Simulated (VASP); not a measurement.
Method: PBEsol GGA, VASP's PBE PAW potentials (set 64) (plane waves; VASP).

VASP input:

INCAR:
```
ALGO = Normal
EDIFF = 1E-7
ENCUT = 400
GGA = PS
ICHARG = 11
ISMEAR = 0
LASPH = .True.
LCHARG = .False.
LMAXMIX = 6
LORBIT = 11
LREAL = .False.
LWAVE = .False.
NELM = 100
PREC = Accurate
SIGMA = 0.05
SYSTEM = Hg3ZnS4
```

POSCAR:
```
Hg3ZnS4
1
   -0.0118406465     5.7444341898     5.7724225957
    5.7444341898    -0.0118406465     5.7724225957
    2.8662967717     2.8662967717     0.0000000000
Zn S Hg
1 4 3
Direct
  0.0009041941   0.0009041941   0.9981916117
  0.1112807676   0.1112807676   0.2774384646
  0.1177319280   0.6478689556   0.2343991163
  0.6478689556   0.1177319280   0.2343991163
  0.6254287523   0.6254287523   0.2491424955
  0.0045730257   0.4951587934   0.0002681809
  0.4951587934   0.0045730257   0.0002681809
  0.4970535832   0.4970535832   0.0058928336
```

### KPOINTS
```
k-points along high-symmetry lines
8
Line-mode
Reciprocal
  0.000000   0.000000   0.000000 ! GAMMA
 -0.500000  -0.500000   0.000000 ! Y

 -0.500000  -0.500000   0.000000 ! Y
 -0.625000  -0.375000   0.000000 ! C_0

 -0.375000   0.375000   0.000000 ! SIGMA_0
  0.000000   0.000000   0.000000 ! GAMMA

  0.000000   0.000000   0.000000 ! GAMMA
  0.500000   0.500000   0.500000 ! Z

  0.500000   0.500000   0.500000 ! Z
  0.125000   0.875000   0.500000 ! A_0

 -0.125000   0.125000   0.500000 ! E_0
  0.000000   0.000000   0.500000 ! T

  0.000000   0.000000   0.500000 ! T
 -0.500000  -0.500000   0.000000 ! Y

  0.000000   0.000000   0.000000 ! GAMMA
 -0.500000   0.000000   0.000000 ! S

 -0.500000   0.000000   0.000000 ! S
  0.000000   0.500000   0.500000 ! R

  0.000000   0.500000   0.500000 ! R
  0.500000   0.500000   0.500000 ! Z

  0.500000   0.500000   0.500000 ! Z
  0.000000   0.000000   0.500000 ! T
```

POTCAR, in this order: Zn S Hg (PBE.64 set). Program: vasp_std. Read from the step before: CHGCAR.

Q: What will the output report for the number of irreducible k-points (NKPTS), number of bands (NBANDS), largest plane-wave count, number of space-group operations, FFT grid (NGX, NGY, NGZ)?

A: 
The number of irreducible k-points (NKPTS) is 88. The number of bands (NBANDS) comes out as 43. The largest plane-wave count is 3489. The number of space-group operations comes out as 4 and the FFT grid (NGX, NGY, NGZ) is 54 × 54 × 28.

The structure was generated: Hg3ZnS4 was put into an ordered model structure (Amm2), which need not be its known phase. It was relaxed first.
